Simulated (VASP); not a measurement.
An input for Quantum ESPRESSO's pw.x (written as the equivalent of a VASP run, and not itself run):

```
&CONTROL
  calculation = 'scf'
  pseudo_dir = './pseudo'
  outdir = './out'
  tprnfor = .true.
  tstress = .true.
/
&SYSTEM
  ibrav = 0
  nat = 5
  ntyp = 3
  ecutwfc = 84
  occupations = 'smearing'
  smearing = 'fermi-dirac'
  degauss = 0.000735
  input_dft = 'pbe'
/
&ELECTRONS
  conv_thr = 7.3e-08
  electron_maxstep = 100
/
ATOMIC_SPECIES
  Ba 137.327 Ba.upf
  Ti 47.867 Ti.upf
  O 15.999 O.upf
CELL_PARAMETERS angstrom
     4.0000000    0.0000000    0.0000000
     0.0000000    4.0000000    0.0000000
     0.0000000    0.0000000    4.0000000
ATOMIC_POSITIONS crystal
  Ba   0.0000000  0.0000000  0.0000000
  Ti   0.5000000  0.5000000  0.5000000
  O    0.5000000  0.0000000  0.5000000
  O    0.0000000  0.5000000  0.5000000
  O    0.5000000  0.5000000  0.0000000
K_POINTS automatic
  7 7 7 0 0 0
```

### Question
Write the VASP files for the same calculation (PBE).

### Answer
Several could match; the one computed here: 
### KPOINTS
```
Regular mesh
0
gamma
 7 7 7
0 0 0
```

### POSCAR
```
BaTiO3
1
    4.0000000000     0.0000000000     0.0000000000
    0.0000000000     4.0000000000     0.0000000000
    0.0000000000     0.0000000000     4.0000000000
Ba Ti O
1 1 3
Direct
  0.0000000000   0.0000000000   0.0000000000
  0.5000000000   0.5000000000   0.5000000000
  0.5000000000   0.0000000000   0.5000000000
  0.0000000000   0.5000000000   0.5000000000
  0.5000000000   0.5000000000   0.0000000000
```

**INCAR**
```
SYSTEM = BaTiO3
PREC = Accurate; ENCUT = 400; LREAL = .FALSE.
LASPH = .TRUE.
EDIFF = 1E-6; NELM = 100; ALGO = Normal
LMAXMIX = 4
ISMEAR = -1; SIGMA = 0.01
GGA = PE
ISIF = 2
LWAVE = .FALSE.; LCHARG = .FALSE.
```

POTCAR, in this order: Ba_sv Ti_sv O (PBE.64 set). Program: vasp_std.

What does not carry over: the potentials are each code's own (VASP's PAW set, PseudoDojo norm-conserving files in pw.x), so ENCUT and ecutwfc are chosen apart and not converted; conv_thr bounds pw.x's estimated SCF error, while EDIFF bounds the energy change between steps.

The structure is a typed BaTiO3 crystal (Pm-3m). The cell was not relaxed at this level.
